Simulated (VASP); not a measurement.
```yaml
crystal:
  lattice:
    - [0.00000, 2.46873, 2.46873]
    - [2.46873, 0.00000, 2.46873]
    - [2.46873, 2.46873, 0.00000]
  atoms:
    - { symbol: Eu, position: [0.00000, 0.00000, 0.00000] }
    - { symbol: O, position: [0.50000, 0.50000, 0.50000] }
```

Level of theory: rev-vdW-DF2, VASP's PBE PAW potentials (set 64) (plane waves; VASP 6.6.1). Run with 520 eV cut-off, Gaussian smearing of 0.050 eV, potentials Eu_2 O.

The 4f electrons are frozen in the core of the lanthanide potential, so 4f levels, which can set the real gap, and their magnetism are missing.

Estimate the band gap (along the path) with the smallest direct gap where there is one.

```
Quantity                                Value
------------------------------------  -------
band gap (along the path)             2.62 eV
smallest direct gap (along the path)  2.62 eV
```

The absolute energy has meaning only against runs of the same code, potentials and settings.

The compound is EuO in the rock salt structure. It was relaxed first, which changed the volume by -11 %.
